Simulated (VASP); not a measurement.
These are PBEsol GGA, VASP's PBE PAW potentials (set 64) (plane waves; VASP 6.6.1) values and carry that method's errors.

A VASP calculation is set up with these files.

File KPOINTS:
```
Automatic mesh
0
Gamma
10 10 10
0 0 0
```

File POSCAR:
```
LiF
1.0
  0.0000000000   2.0150000000   2.0150000000
  2.0150000000   0.0000000000   2.0150000000
  2.0150000000   2.0150000000   0.0000000000
Li F
1 1
direct
  0.0000000000   0.0000000000   0.0000000000
  0.5000000000   0.5000000000   0.5000000000
```

### INCAR
```
ALGO=Normal
EDIFF=1E-6
EDIFFG=-0.01
ENCUT=530
GGA=PS
IBRION=2
ISIF=3
ISMEAR=0
LASPH=.True.
LCHARG=.False.
LREAL=.False.
LWAVE=.False.
NELM=100
NSW=60
PREC=Accurate
SIGMA=0.05
SYSTEM=LiF
```

POTCAR, in this order: Li_sv F (PBE.64 set). Program: vasp_std.

Output of the run:

File OSZICAR:
```
       N       E                     dE             d eps       ncg     rms          rms(c)
DAV:   1     0.335156876770E+02    0.33516E+02   -0.56539E+03   886   0.113E+03
DAV:   2    -0.929033748571E+01   -0.42806E+02   -0.41836E+02   959   0.211E+02
DAV:   3    -0.102686933746E+02   -0.97836E+00   -0.97716E+00  1078   0.308E+01
DAV:   4    -0.102779148783E+02   -0.92215E-02   -0.92187E-02  1119   0.308E+00
DAV:   5    -0.102779645072E+02   -0.49629E-04   -0.49629E-04  1052   0.158E-01    0.407E+00
DAV:   6    -0.985126975213E+01    0.42669E+00   -0.22590E+00   860   0.116E+01    0.141E+00
DAV:   7    -0.984929081130E+01    0.19789E-02   -0.16148E-02  1195   0.147E+00    0.835E-01
DAV:   8    -0.985170037723E+01   -0.24096E-02   -0.12855E-02  1203   0.156E+00    0.950E-02
DAV:   9    -0.985177677258E+01   -0.76395E-04   -0.88880E-04   900   0.328E-01    0.417E-02
DAV:  10    -0.985181222623E+01   -0.35454E-04   -0.13036E-04   949   0.107E-01    0.407E-03
DAV:  11    -0.985181297099E+01   -0.74476E-06   -0.19458E-06  1151   0.183E-02
   1 F= -.98518130E+01 E0= -.98518130E+01  d E =-.985181E+01
       N       E                     dE             d eps       ncg     rms          rms(c)
DAV:   1    -0.986169927485E+01   -0.98870E-02   -0.17582E-01   858   0.434E+00    0.773E-01
DAV:   2    -0.985310915213E+01    0.85901E-02   -0.49313E-02   884   0.185E+00    0.144E-01
DAV:   3    -0.985292838385E+01    0.18077E-03   -0.28435E-04  1127   0.212E-01    0.825E-02
DAV:   4    -0.985284508204E+01    0.83302E-04   -0.99537E-05  1268   0.101E-01    0.488E-03
DAV:   5    -0.985284601945E+01   -0.93741E-06   -0.35597E-06   853   0.214E-02
   2 F= -.98528460E+01 E0= -.98528460E+01  d E =-.103305E-02
       N       E                     dE             d eps       ncg     rms          rms(c)
DAV:   1    -0.986028477308E+01   -0.74397E-02   -0.14165E-01   849   0.390E+00    0.694E-01
DAV:   2    -0.985337268196E+01    0.69121E-02   -0.39378E-02   865   0.165E+00    0.130E-01
DAV:   3    -0.985322598040E+01    0.14670E-03   -0.22539E-04  1134   0.190E-01    0.742E-02
DAV:   4    -0.985315859250E+01    0.67388E-04   -0.80537E-05  1257   0.914E-02    0.432E-03
DAV:   5    -0.985315943842E+01   -0.84592E-06   -0.29930E-06   842   0.195E-02
   3 F= -.98531594E+01 E0= -.98531594E+01  d E =-.134647E-02
```

**OUTCAR**
```
------------------------ aborting loop because EDIFF is reached ----------------------------------------
  FORCE on cell =-STRESS in cart. coord.  units (eV):
  Direction    XX          YY          ZZ          XY          YZ          ZX
  --------------------------------------------------------------------------------------
  Total       -0.0043693     -0.0043693     -0.0043693      0.0000000     -0.0000000      0.0000000
  in kB       -0.4359406     -0.4359406     -0.4359406      0.0000000     -0.0000000      0.0000000
  external PRESSURE =      -0.4359406 kB  Pullay stress =       0.0000000 kB
  volume of cell :       16.06
      direct lattice vectors                 reciprocal lattice vectors
     0.000000000  2.002420079  2.002420079    -0.249697856  0.249697856  0.249697856
     2.002420079 -0.000000000  2.002420079     0.249697856 -0.249697856  0.249697856
     2.002420079  2.002420079  0.000000000     0.249697856  0.249697856 -0.249697856
  FREE ENERGIE OF THE ION-ELECTRON SYSTEM (eV)
  ---------------------------------------------------
  free  energy   TOTEN  =        -9.8531594384 eV

  energy  without entropy=       -9.8531594384  energy(sigma->0) =       -9.85315944

 reached required accuracy - stopping structural energy minimisation
```
(Selected blocks of OUTCAR.)

File CONTCAR:
```
LiF
   1.00000000000000
     0.0000000000000000    2.0024200794746276    2.0024200794746276
     2.0024200794746276   -0.0000000000000000    2.0024200794746276
     2.0024200794746276    2.0024200794746276    0.0000000000000000
  Li              F
     1     1
Direct
     0.0000000000000000    0.0000000000000000    0.0000000000000000
     0.5000000000000000    0.5000000000000000    0.5000000000000000
```

The compound is LiF in the rock salt structure. This run relaxes it. Symmetry was kept, so distortions that lower it aren't found.
